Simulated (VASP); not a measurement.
```
CELL_PARAMETERS angstrom
      3.98159     0.00000     0.00000
      0.00000     3.98159     0.00000
      0.00000     0.00000     4.08431
ATOMIC_POSITIONS crystal
  Ba 0.00000 0.00000 0.00771
  Ti 0.50000 0.50000 0.49046
  O  0.50000 0.50000 0.03822
  O  0.00000 0.50000 0.52431
  O  0.50000 0.00000 0.52431
```

Computed with r2SCAN+rVV10, VASP's PBE PAW potentials (set 64) (plane waves; VASP). Settings: 520 eV cut-off, 6×6×6 Γ-centred mesh, tetrahedra with Blöchl corrections, potentials Ba_sv Ti_sv O.

Unless said otherwise, spin-orbit coupling is left out, though it shifts the bands of the heavy elements here.

Task: Give the energies of bands 12 to 23 at the high-symmetry points, in eV from the valence-band maximum.

Result: 
```csv
band,Γ,X,M,Z,R,A
12,-2.53,-4.19,-4.49,-4.16,-4.42,-4.58
13,-2.45,-2.93,-4.17,-2.89,-4.18,-4.02
14,-2.45,-2.92,-4.03,-2.89,-3.99,-3.97
15,-1.47,-2.46,-2.89,-2.04,-2.93,-2.61
16,-1.47,-2.00,-2.89,-2.04,-2.70,-2.55
17,-1.27,-1.92,-1.96,-2.03,-1.85,-2.55
18,-0.58,-1.73,-1.07,-2.02,-1.05,-0.25
19,-0.44,-1.25,-1.07,-0.76,-1.00,-0.25
20,-0.44,-1.09,-0.08,-0.76,-0.33,0.00
21,2.18,2.65,3.97,2.32,3.89,4.51
22,2.54,3.89,3.97,3.87,3.91,4.51
23,2.54,3.94,4.36,3.87,4.26,4.57
```

The gap is indirect, 2.18 eV, from the valence maximum at A to the conduction minimum at Γ.

The structure comes from a measured BaTiO3 entry (P4mm) of the Crystallography Open Database, whose conditions weren't checked. It was relaxed first.
